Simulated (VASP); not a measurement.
# NbTe (P-6m2) in VASP: a series of runs

The runs below take NbTe through band structure, with revPBE, BLYP.

All numbers are computed with VASP 6.6.1; they aren't measurements. Logs are shortened: lines on timing, memory, paths and dates and some standing lists are left out, and cuts for length are marked.

## 1. The crystal as given

The structure is hexagonal, space group P-6m2 (No. 187). Conventional cell: a = 3.703 Å, b = 3.703 Å, c = 3.694 Å, α = 90.00°, β = 90.00°, γ = 120.00°. Te (site symmetry -6m2) is surrounded by 6 Nb at 2.83 Å. Nb (site symmetry -6m2) has 6 Te at 2.83 Å as nearest neighbours.

The cell comes from a database or a generator and needn't be the stable form of this composition.

## 2. Band structure, revPBE

Contents of POSCAR:

```
NbTe
1.0
    3.7029743866      0.0000000000      0.0000000000
   -1.8514871933      3.2068698884      0.0000000000
    0.0000000000      0.0000000000      3.6942110000
Te Nb
1 1
Direct
    0.6666666667      0.3333333333      0.0000000000
    0.0000000000      0.0000000000      0.5000000000
```

Contents of INCAR.step1:

```
SYSTEM = NbTe
PREC = Accurate
ENCUT = 520
EDIFF = 1E-7
ISMEAR = -1
SIGMA = 0.05
LREAL = .FALSE.
LASPH = .TRUE.
NELM = 60
ALGO = Normal
ISIF = 2
LWAVE = .FALSE.
LCHARG = .TRUE.
LMAXMIX = 4
GGA = RE
NBANDS = 16
```

Contents of KPOINTS.step1:

```
Automatic mesh
0
G
  8 8 7
  0 0 0
```

Contents of INCAR.step2:

```
SYSTEM = NbTe
PREC = Accurate
ENCUT = 520
EDIFF = 1E-7
ISMEAR = 0
SIGMA = 0.05
LREAL = .FALSE.
LASPH = .TRUE.
NELM = 60
ALGO = Normal
ISIF = 2
LWAVE = .FALSE.
LCHARG = .FALSE.
LMAXMIX = 4
GGA = RE
NBANDS = 16
ICHARG = 11
```

Contents of KPOINTS.step2:

```
path GMKGALHA,LM,KH
20
line-mode
reciprocal
 0.0000000000  0.0000000000  0.0000000000  G
 0.5000000000  0.0000000000  0.0000000000  M

 0.5000000000  0.0000000000  0.0000000000  M
 0.3333333333  0.3333333333  0.0000000000  K

 0.3333333333  0.3333333333  0.0000000000  K
 0.0000000000  0.0000000000  0.0000000000  G

 0.0000000000  0.0000000000  0.0000000000  G
 0.0000000000  0.0000000000  0.5000000000  A

 0.0000000000  0.0000000000  0.5000000000  A
 0.5000000000  0.0000000000  0.5000000000  L

 0.5000000000  0.0000000000  0.5000000000  L
 0.3333333333  0.3333333333  0.5000000000  H

 0.3333333333  0.3333333333  0.5000000000  H
 0.0000000000  0.0000000000  0.5000000000  A

 0.5000000000  0.0000000000  0.5000000000  L
 0.5000000000  0.0000000000  0.0000000000  M

 0.3333333333  0.3333333333  0.0000000000  K
 0.3333333333  0.3333333333  0.5000000000  H
```

Potentials or basis: VASP PAW PBE potentials, release 64 (Te, Nb_sv).

Run with:

```sh
> cat potpaw_PBE.64/Te/POTCAR potpaw_PBE.64/Nb_sv/POTCAR > POTCAR
> cp INCAR.step1 INCAR
> cp KPOINTS.step1 KPOINTS
> mpirun -np 1 vasp_std > vasp.out
> cp INCAR.step2 INCAR
> cp KPOINTS.step2 KPOINTS
> mpirun -np 1 vasp_std > vasp.out
```

OUTCAR:

```text
SYSTEM = NbTe
   PREC = Accurate
   ENCUT = 520
   EDIFF = 1E-7
   ISMEAR = 0
   LREAL = .FALSE.
   LASPH = .TRUE.
   NELM = 60
   ISIF = 2
   GGA = RE
   ICHARG = 11

 ion  position               nearest neighbor table
   1  0.667  0.333  0.000-   2 2.83   2 2.83   2 2.83   2 2.83   2 2.83   2 2.83
   2  0.000  0.000  0.500-   1 2.83   1 2.83   1 2.83   1 2.83   1 2.83   1 2.83

  LATTYP: Found a hexagonal cell.
 ALAT       =     3.7029743866
 C/A-ratio  =     0.9976334196

  Lattice vectors:

 A1 = (   3.7029743866,   0.0000000000,   0.0000000000)
 A2 = (  -1.8514871933,   3.2068698884,   0.0000000000)
 A3 = (   0.0000000000,   0.0000000000,   3.6942110000)

Analysis of symmetry for initial positions (statically):
=====================================================================
 Subroutine PRICEL returns:
 Original cell was already a primitive cell.

 Routine SETGRP: Setting up the symmetry group for a
 hexagonal supercell.

 Subroutine GETGRP returns: Found 12 space group operations
 (whereof 12 operations were pure point group operations)
 out of a pool of 24 trial point group operations.

The static configuration has the point symmetry D_3h.

Analysis of symmetry for dynamics (positions and initial velocities):
=====================================================================
 Subroutine PRICEL returns:
 Original cell was already a primitive cell.

 Routine SETGRP: Setting up the symmetry group for a
 hexagonal supercell.

 Subroutine GETGRP returns: Found 12 space group operations
 (whereof 12 operations were pure point group operations)
 out of a pool of 24 trial point group operations.

The dynamic configuration has the point symmetry D_3h.

 Subroutine INISYM returns: Found 12 space group operations
 (whereof 12 operations are pure point group operations),
 and found     1 'primitive' translations

----------------------------------------------------------------------------------------

                                     Primitive cell

  volume of cell :      43.8686

  direct lattice vectors                    reciprocal lattice vectors
     3.702974387  0.000000000  0.000000000     0.270053178  0.155915275  0.000000000
    -1.851487193  3.206869888  0.000000000     0.000000000  0.311830550  0.000000000
     0.000000000  0.000000000  3.694211000     0.000000000  0.000000000  0.270693796

  length of vectors
     3.702974387  3.702974387  3.694211000     0.311830550  0.311830550  0.270693796

  position of ions in fractional coordinates (direct lattice)
     0.666666667  0.333333333  0.000000000
     0.000000000  0.000000000  0.500000000

  ion indices of the primitive-cell ions
   primitive index   ion index
                 1           1
                 2           2

----------------------------------------------------------------------------------------

 KPOINTS: path GMKGALHA,LM,KH

Interpolating k-points between supplied coordinates.

 Line segments in fractional coordinates (reciprocal lattice):
    0.000000  0.000000  0.000000  ...  0.500000  0.000000  0.000000
    0.500000  0.000000  0.000000  ...  0.333333  0.333333  0.000000
    0.333333  0.333333  0.000000  ...  0.000000  0.000000  0.000000
    0.000000  0.000000  0.000000  ...  0.000000  0.000000  0.500000
    0.000000  0.000000  0.500000  ...  0.500000  0.000000  0.500000
    0.500000  0.000000  0.500000  ...  0.333333  0.333333  0.500000
    0.333333  0.333333  0.500000  ...  0.000000  0.000000  0.500000
    0.500000  0.000000  0.500000  ...  0.500000  0.000000  0.000000
    0.333333  0.333333  0.000000  ...  0.333333  0.333333  0.500000

 Generated    20 points on each line segment, for a total of    180 k-points:

 Following reciprocal coordinates:
            Coordinates               Weight
  0.000000  0.000000  0.000000      0.005556
  0.026316  0.000000  0.000000      0.005556
  0.052632  0.000000  0.000000      0.005556
  0.078947  0.000000  0.000000      0.005556
  0.105263  0.000000  0.000000      0.005556
  0.131579  0.000000  0.000000      0.005556
[... 16 lines left out ...]
  0.482456  0.035088  0.000000      0.005556
  0.473684  0.052632  0.000000      0.005556
 [... further k-points ...]
   k-points           NKPTS =    180   k-points in BZ     NKDIM =    180   number of bands    NBANDS=     16
   number of dos      NEDOS =    301   number of ions     NIONS =      2
   total plane-waves  NPLWV =  21952
   dimension x,y,z NGX =    28 NGY =   28 NGZ =   28
   dimension x,y,z NGXF=    56 NGYF=   56 NGZF=   56
   ions per type =               1   1
   NGX,Y,Z   is equivalent  to a cutoff of  12.57, 12.57, 12.60 a.u.
   NGXF,Y,Z  is equivalent  to a cutoff of  25.14, 25.14, 25.20 a.u.
 SYSTEM =  NbTe
   PREC   = accura    normal or accurate (medium, high low for compatibility)
   ISTART =      0    job   : 0-new  1-cont  2-samecut
   ICHARG =     11    charge: 1-file 2-atom 10-const
   ISPIN  =      1    spin polarized calculation?
   LNONCOLLINEAR =      F non collinear calculations
   LSORBIT =      F    spin-orbit coupling
   LASPH  =      T    aspherical Exc in radial PAW
   ENCUT  =  520.0 eV  38.22 Ry    6.18 a.u.   6.89  6.89  6.87*2*pi/ulx,y,z
   NELM   =     60;   NELMIN=  2; NELMDL=  0     # of ELM steps
   EDIFF  = 0.1E-06   stopping-criterion for ELM
   LREAL  =      F    real-space projection
[... 7 lines left out ...]
   TEBEG  =    0.0;   TEEND  =   0.0 temperature during run
   PSTRESS=    0.0 pullay stress
   NELECT =      19.0000    total number of electrons
   NUPDOWN=      -1.0000    fix difference up-down
   EMIN   =  10.00;   EMAX   =-10.00  energy-range for DOS
[... 5 lines left out ...]
     AMIX     =   0.40;   BMIX     =  1.00
     AMIX_MAG =   1.60;   BMIX_MAG =  1.00
  volume/ion in A,a.u.               =      21.93       148.02
  Fermi-wavevector in a.u.,A,eV,Ry     =   1.238630  2.340671 20.874103  1.534203
  Thomas-Fermi vector in A             =   2.373147
   LORBIT       =      0    0 simple, 1 ext, 2 COOP (PROOUT), +10 PAW based schemes
   GGA     = RE    functional components
   LHFCALC =     F    Hartree Fock is set to
   AEXX    =    0.0000 exact exchange contribution
   IVDW    =     0    specifies the selected vdW correction
   LEPSILON=     F    determine dielectric tensor
   LRPA    =     F    only Hartree local field effects (RPA)
 non-spin polarized calculation
 Gauss-broadening in eV      SIGMA  =   0.05
  energy-cutoff  :      520.00
  volume of cell :       43.87
 maximum number of plane-waves:      1200
 NGX is ok and might be reduce to    28

 number of electron      18.9999998 magnetization

 Free energy of the ion-electron system (eV)
  ---------------------------------------------------
  ext. energy  EPLUGINS =         0.00000000
  ---------------------------------------------------
  free energy    TOTEN  =       -12.33834663 eV

  energy without entropy =      -12.33653950  energy(sigma->0) =      -12.33744306

 E-fermi :  11.0180     XC(G=0): -11.2370

 val. band max:       11.0095624279   @ k =   0.2895   0.0000   0.0000
 cond. band min:      11.0247778044   @ k =   0.0000   0.0000   0.3421
 fundamental gap:      0.0152153765
 Fermi energy:        11.0179731561

 k-point     1 :       0.0000    0.0000    0.0000
  band No.  band energies     occupation
      1     -44.5168      2.00000
      2     -20.7103      2.00000
      3     -20.5205      2.00000
      4     -20.5205      2.00000
      5      -3.1412      2.00000
      6       7.9428      2.00000
[... 8 lines left out ...]
     15      17.0090      0.00000
     16      18.0834      0.00000

 k-point     2 :       0.0263    0.0000    0.0000
  band No.  band energies     occupation
      1     -44.5167      2.00000
      2     -20.7101      2.00000
      3     -20.5214      2.00000
      4     -20.5207      2.00000
      5      -3.1327      2.00000
      6       7.8778      2.00000
[... 8 lines left out ...]
     15      16.9842      0.00000
     16      18.1257      0.00000

 k-point     3 :       0.0526    0.0000    0.0000
  band No.  band energies     occupation
      1     -44.5165      2.00000
      2     -20.7097      2.00000
      3     -20.5241      2.00000
      4     -20.5213      2.00000
      5      -3.1073      2.00000
      6       7.7391      2.00000
[... 8 lines left out ...]
     15      16.9296      0.00000
     16      18.2304      0.00000

 k-point     4 :       0.0789    0.0000    0.0000
  band No.  band energies     occupation
      1     -44.5162      2.00000
      2     -20.7089      2.00000
      3     -20.5286      2.00000
      4     -20.5224      2.00000
      5      -3.0652      2.00000
      6       7.5560      2.00000
[... 8 lines left out ...]
     15      16.8801      0.00000
     16      18.4065      0.00000

 k-point     5 :       0.1053    0.0000    0.0000
  band No.  band energies     occupation
      1     -44.5158      2.00000
      2     -20.7079      2.00000
      3     -20.5346      2.00000
      4     -20.5238      2.00000
      5      -3.0070      2.00000
      6       7.3356      2.00000
[... 8 lines left out ...]
     15      16.8627      0.00000
     16      18.6399      0.00000

 k-point     6 :       0.1316    0.0000    0.0000
  band No.  band energies     occupation
      1     -44.5154      2.00000
      2     -20.7067      2.00000
      3     -20.5421      2.00000
      4     -20.5256      2.00000
      5      -2.9333      2.00000
      6       7.0845      2.00000
[... 8 lines left out ...]
     15      16.9004      0.00000
     16      18.9824      0.00000
[... 267 lines left out ...]
 k-point    21 :       0.5000    0.0000    0.0000
  band No.  band energies     occupation
      1     -44.5080      2.00000
      2     -20.6881      2.00000
      3     -20.6527      2.00000
      4     -20.5520      2.00000
      5      -1.4751      2.00000
      6       3.9023      2.00000
[... 8 lines left out ...]
     15      16.8159      0.00000
     16      19.8223      0.00000

 k-point    22 :       0.4912    0.0175    0.0000
  band No.  band energies     occupation
      1     -44.5080      2.00000
      2     -20.6881      2.00000
      3     -20.6525      2.00000
      4     -20.5522      2.00000
      5      -1.4737      2.00000
      6       3.9054      2.00000
[... 8 lines left out ...]
     15      16.8281      0.00000
     16      19.8189      0.00000

 k-point    23 :       0.4825    0.0351    0.0000
  band No.  band energies     occupation
      1     -44.5080      2.00000
      2     -20.6880      2.00000
      3     -20.6522      2.00000
      4     -20.5530      2.00000
      5      -1.4697      2.00000
      6       3.9144      2.00000
[... 8 lines left out ...]
     15      16.8648      0.00000
     16      19.8086      0.00000

 k-point    24 :       0.4737    0.0526    0.0000
  band No.  band energies     occupation
      1     -44.5080      2.00000
      2     -20.6880      2.00000
      3     -20.6516      2.00000
      4     -20.5542      2.00000
      5      -1.4629      2.00000
      6       3.9293      2.00000
[... 8 lines left out ...]
     15      16.9262      0.00000
     16      19.7916      0.00000

 [... further k-points ...]

------------------------ aborting loop because EDIFF is reached ----------------------------------------

  FORCE on cell =-STRESS in cart. coord.  units (eV):
  Direction    XX          YY          ZZ          XY          YZ          ZX
  --------------------------------------------------------------------------------------
  -------------------------------------------------------------------------------------
  Total        1.3247554      1.3247554      3.3545696      0.0000000      0.0000000     -0.0000000
  in kB       48.3829706     48.3829706    122.5162363      0.0000000      0.0000000     -0.0000000
  external PRESSURE =      73.0940591 kB  Pullay stress =       0.0000000 kB

 VOLUME and BASIS-vectors are now :
 -----------------------------------------------------------------------------
  energy-cutoff  :      520.00
  volume of cell :       43.87
      direct lattice vectors                 reciprocal lattice vectors
     3.702974387  0.000000000  0.000000000     0.270053178  0.155915275  0.000000000
    -1.851487193  3.206869888  0.000000000     0.000000000  0.311830550  0.000000000
     0.000000000  0.000000000  3.694211000     0.000000000  0.000000000  0.270693796

 POSITION                                       TOTAL-FORCE (eV/Angst)
 -----------------------------------------------------------------------------------
      1.85149      1.06896      0.00000        -0.000000      0.000000      0.000000
      0.00000      0.00000      1.84711         0.000000     -0.000000      0.000000
 -----------------------------------------------------------------------------------
    total drift:                                0.000032     -0.000018      0.000000

  FREE ENERGIE OF THE ION-ELECTRON SYSTEM (eV)
  ---------------------------------------------------
  free  energy   TOTEN  =       -12.3383466272 eV

  energy  without entropy=      -12.3365395020  energy(sigma->0) =      -12.33744306
```

Wall time 40 s (1 thread of Intel Xeon 6975P-C (Granite Rapids), shared host); peak memory 0.25 GiB.

Results:

* Band gap along the path: none (metal or under the smearing width)

Levels at the corners of the path, in eV from the Fermi level:
```tsv
point	band 7	band 8	band 9	band 10	band 11	band 12
Γ	-3.15	-3.00	-2.35	0.12	0.12	2.44
M	-3.83	-2.64	-2.61	-0.21	1.23	1.49
M	-3.83	-2.64	-2.61	-0.21	1.23	1.49
K	-5.45	-3.77	-0.95	-0.13	0.20	0.40
K	-5.45	-3.77	-0.95	-0.13	0.20	0.40
Γ	-3.15	-3.00	-2.35	0.12	0.12	2.44
Γ	-3.15	-3.00	-2.35	0.12	0.12	2.44
A	-2.62	-2.62	-0.97	-0.97	0.67	1.64
A	-2.62	-2.62	-0.97	-0.97	0.67	1.64
L	-5.89	-4.25	-1.38	1.15	1.26	1.80
L	-5.89	-4.25	-1.38	1.15	1.26	1.80
H	-5.76	-4.48	-1.12	1.13	1.67	2.11
H	-5.76	-4.48	-1.12	1.13	1.67	2.11
A	-2.62	-2.62	-0.97	-0.97	0.67	1.64
L	-5.89	-4.25	-1.38	1.15	1.26	1.80
M	-3.83	-2.64	-2.61	-0.21	1.23	1.49
K	-5.45	-3.77	-0.95	-0.13	0.20	0.40
H	-5.76	-4.48	-1.12	1.13	1.67	2.11
```

Caveat: the log is that of the step along the path at fixed density, whose energy, stress, charges and moments have no meaning; the PAW data sets were made with another functional, which shifts forces and pressure a little; spin-orbit coupling is left out, which moves the levels of the heavy elements.

(Continued in part 2 of 2.)
